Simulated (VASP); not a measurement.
The system is Os.

```
Os
1.0
    -1.51829    1.51829    1.51829
     1.51829   -1.51829    1.51829
     1.51829    1.51829   -1.51829
Os
1
Direct
  0.00000 0.00000 0.00000
```

This isn't the form of Os at room conditions, which is hcp.

* Program: VASP 6.6.1
* Task: relaxation of cell and atoms
* Functional: LDA
* Potentials or basis: VASP PAW LDA potentials, release 64 (Os)
* Cutoff: 600 eV
* k mesh: 20 × 20 × 20
* Occupations: gaussian, width 0.1 eV
* Spin: no spin polarisation

At the start: pressure 5.6 GPa; volume 14.00 Å³/atom.

Q: How do energy, volume and symmetry change on relaxing?

A: Over 4 steps the energy falls by 3.2 meV/atom and the volume is 14.19 Å³/atom (+1.3 %); space group Im-3m (No. 229, to 0.05 Å).

The path:
```csv
step,energy change (eV),largest force (eV/Å),pressure (GPa),volume (Å³)
1,0.0000,0.0000,5.58,14.00
2,0.0511,0.0000,-20.01,15.01
3,-0.0032,0.0000,-0.15,14.19
4,-0.0032,0.0000,-0.02,14.19
```

Final structure:
```
Os
1.0
    -1.52503    1.52503    1.52503
     1.52503   -1.52503    1.52503
     1.52503    1.52503   -1.52503
Os
1
Direct
  0.00000 0.00000 0.00000
```
